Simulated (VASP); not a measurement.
## BaSO4: relaxation of cell and atoms with LDA

Crystal: BaSO4.

```
CELL_PARAMETERS angstrom
0.00000 3.69878 3.69878
3.69878 0.00000 3.69878
3.69878 3.69878 0.00000
ATOMIC_POSITIONS crystal
Ba 0.50000 0.50000 0.50000
S 0.00000 0.00000 0.00000
O 0.11639 0.11639 0.11639
O 0.65084 0.11639 0.11639
O 0.11639 0.65084 0.11639
O 0.11639 0.11639 0.65084
```

The cell comes from a database or a generator and needn't be the stable form of this composition.

| Quantity | Value |
| --- | --- |
| Program | VASP 6.6.1 |
| Task | relaxation of cell and atoms |
| Functional | LDA |
| Potentials or basis | VASP PAW LDA potentials, release 64 (Ba_sv, S, O) |
| Cutoff | 600 eV |
| k mesh | 5 × 5 × 5 |
| Occupations | gaussian, width 0.01 eV |
| Spin | no spin polarisation |
| Dipole correction | no |
| Further INCAR settings | ALGO = Fast; EDIFF = 1e-06; IBRION = 2; EDIFFG = -0.005; NSW = 80; ISIF = 3 |

The relaxed volume is 15.12 Å³/atom. The relaxed cell is a = 5.043 Å, b = 5.043 Å, c = 5.043 Å, α = 60.00°, β = 60.00°, γ = 60.00° and the space group after relaxing (to 0.05 Å) is F-43m (No. 216). The energy gained by relaxing is 32.8 meV/atom and the ionic steps are 10. The pressure after relaxing is 0.0 GPa and the band gap on the k mesh is 4.39 eV, indirect (least direct gap 4.40 eV).

Forces in eV/Å, atoms in the order of the input:
```
Ba   0.000  0.000  0.000
S    0.000  0.000  0.000
O    0.001  0.001  0.001
O    0.001 -0.001 -0.001
O   -0.001  0.001 -0.001
O   -0.001 -0.001  0.001
```

Step by step:
| step | energy change (eV) | largest force (eV/Å) | pressure (GPa) | volume (Å³) |
| --- | --- | --- | --- | --- |
| 1 | 0.0000 | 0.5881 | -6.52 | 101.21 |
| 2 | 0.2309 | 3.9215 | 10.49 | 91.48 |
| 3 | -0.0902 | 0.7589 | -1.58 | 97.62 |
| 4 | -0.1770 | 0.3309 | -0.80 | 93.50 |
| 5 | -0.1965 | 0.0026 | 0.10 | 90.56 |
| 6 | -0.1965 | 0.0199 | 0.04 | 90.70 |
| 7 | -0.1964 | 0.0406 | -0.19 | 90.83 |
| 8 | -0.1965 | 0.0067 | -0.02 | 90.73 |
| 9 | -0.1965 | 0.0061 | -0.02 | 90.73 |
| 10 | -0.1965 | 0.0025 | -0.01 | 90.70 |

Final structure:
```
CELL_PARAMETERS angstrom
0.00000 3.56614 3.56614
3.56614 0.00000 3.56614
3.56614 3.56614 0.00000
ATOMIC_POSITIONS crystal
Ba 0.50000 0.50000 0.50000
S 0.00000 0.00000 0.00000
O 0.11910 0.11910 0.11910
O 0.64271 0.11910 0.11910
O 0.11910 0.64271 0.11910
O 0.11910 0.11910 0.64271
```

Levels at points of the mesh, in eV from the valence-band top:
```csv
k point,band 16,band 17,band 18,band 19,band 20,band 21,band 22,band 23,band 24
"(0.00, 0.00, 0.00)",-1.71,-1.71,-0.01,-0.01,-0.01,4.39,6.58,6.58,6.58
```

Wall time 3.6 min on 1 thread of Intel(R) Xeon(R) Platinum 8559C (Emerald Rapids), with other jobs on the host, peak memory 0.23 GiB.

Caveat: spin-orbit coupling is left out, which moves the levels of the heavy elements; an odd mesh through Γ misses points on the zone boundary, where band edges often lie.
